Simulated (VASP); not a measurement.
Data:

```xyz
2
Lattice="0.0000 3.2205 3.2205 3.2205 0.0000 3.2205 3.2205 3.2205 0.0000" Properties=species:S:1:pos:R:3 pbc="T T T"
Ba     0.0000     0.0000     0.0000
S      3.2205     3.2205     3.2205
```

All values below come from SCAN meta-GGA, VASP's PBE PAW potentials (set 64) (plane waves; VASP). Settings: 520 eV cut-off, 8×8×8 Γ-centred mesh, tetrahedra with Blöchl corrections, potentials Ba_sv S.

Unless said otherwise, spin-orbit coupling is left out, though it shifts the bands of the heavy elements here.

Give the energies of bands 6 to 11 at the high-symmetry points, in eV from the valence-band maximum.

```json
[
 {"band": "6", "Γ": "0.00", "X": "-0.55", "U": "-0.91", "L": "-1.87", "W": "-1.07"},
 {"band": "7", "Γ": "0.00", "X": "-0.15", "U": "-0.58", "L": "-1.03", "W": "-0.50"},
 {"band": "8", "Γ": "0.00", "X": "-0.15", "U": "-0.56", "L": "-1.03", "W": "-0.50"},
 {"band": "9", "Γ": "4.05", "X": "2.50", "U": "3.68", "L": "5.93", "W": "4.68"},
 {"band": "10", "Γ": "4.31", "X": "6.52", "U": "6.37", "L": "6.04", "W": "4.68"},
 {"band": "11", "Γ": "4.31", "X": "6.59", "U": "7.16", "L": "6.77", "W": "6.87"}
]
```

The gap is indirect, 2.50 eV, from the valence maximum at Γ to the conduction minimum at X.

The compound is BaS in the rock salt structure. It was relaxed first.
